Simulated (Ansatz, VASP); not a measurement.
# CaMg6Ni: VASP beside Ansatz

File INCAR:

```
  PREC = Accurate
  ENCUT = 520
  EDIFF = 1E-7
  ISMEAR = -1
  SIGMA = 0.05
  LREAL = F
  LASPH = T
  NELM = 100
  ALGO = Normal
  ISIF = 2
  LWAVE = F
  LCHARG = F
  ISPIN = 2
  MAGMOM = 1 0 0 0 0 0 0 0
  LORBIT = 11
  LMAXMIX = 4
  GGA = PE
  NBANDS = 30
```

File KPOINTS:

```
Automatic mesh
0
Gamma
  6 5 5
```

File POSCAR:

```
CaMg6Ni
1.0
    4.8257377873      0.0000000000      0.0000000000
    0.0000000000      3.0839370369      5.8111073959
    0.0000000000     -3.0839370369      5.8111073959
Ni Ca Mg
1 1 6
Direct
    0.5000000000      0.6334780000      0.6334780000
    0.0000000000      0.8066560000      0.8066560000
    0.5000000000      0.1813640000      0.1813640000
    0.5000000000      0.6808790000      0.1998830000
    0.5000000000      0.1998830000      0.6808790000
    0.0000000000      0.3411450000      0.3411450000
    0.0000000000      0.8208490000      0.3357450000
    0.0000000000      0.3357450000      0.8208490000
```

The input input.yaml:

```yaml
crystal:
  lattice:
    - [4.8257377873, 0.0, 0.0]
    - [0.0, 3.0839370369, 5.8111073959]
    - [0.0, -3.0839370369, 5.8111073959]
  atoms:
    - { symbol: Ni, position: [0.5, 0.633478, 0.633478], spin: 1.0 }
    - { symbol: Ca, position: [0.0, 0.806656, 0.806656] }
    - { symbol: Mg, position: [0.5, 0.181364, 0.181364] }
    - { symbol: Mg, position: [0.5, 0.680879, 0.199883] }
    - { symbol: Mg, position: [0.5, 0.199883, 0.680879] }
    - { symbol: Mg, position: [0.0, 0.341145, 0.341145] }
    - { symbol: Mg, position: [0.0, 0.820849, 0.335745] }
    - { symbol: Mg, position: [0.0, 0.335745, 0.820849] }
hamiltonian:
  xc: pbe
  pseudopotentials: { kind: paw }
magnetization:
  spin_polarized: true
kpoints:
  mp_grid: { grid: [6, 5, 5] }
scf:
  occupations: { method: fermi_dirac, width: 0.05 }
output:
  forces: true
  stress: true
  eigenvalues: true
  write_density: true
  write_potential: true
  elf: true
  volumetric_format: npy
```

Change from the starting cell: volume scaled by 0.96.

Alike in both runs: task single point; functional PBE; k mesh 6 × 5 × 5; occupations fermi-dirac, width 0.05 eV; collinear spin, ferromagnetic start.

```csv
,VASP,Ansatz
version,VASP 6.6.1,Ansatz 0.2.0
potentials or method,"VASP PAW PBE potentials, release 64 (Ni, Ca_sv, Mg)",Ansatz PAW
plane-wave cutoff (eV),520,420
valence electrons in the cell,32,88
```

```tsv
	VASP	Ansatz	Ansatz less VASP
gap on the k mesh at the Fermi level (eV)	none	none	-
pressure (GPa)	1.9	2.0	+0.03
largest component of the traceless stress (GPa)	0.12	0.12	-0.001
rms of the force components (eV/Å)	0.035	0.035	+0.0001
net moment per atom (μB)	0.00	0.00	0.000
```

Atom by atom the forces differ by 0.003 eV/Å (rms over components). A gap of «none» marks a metal or a gap that the smearing closes. The two sets of potentials don't hold the same shells in valence.

Caveats: the starting moments weren't kept (Ansatz).
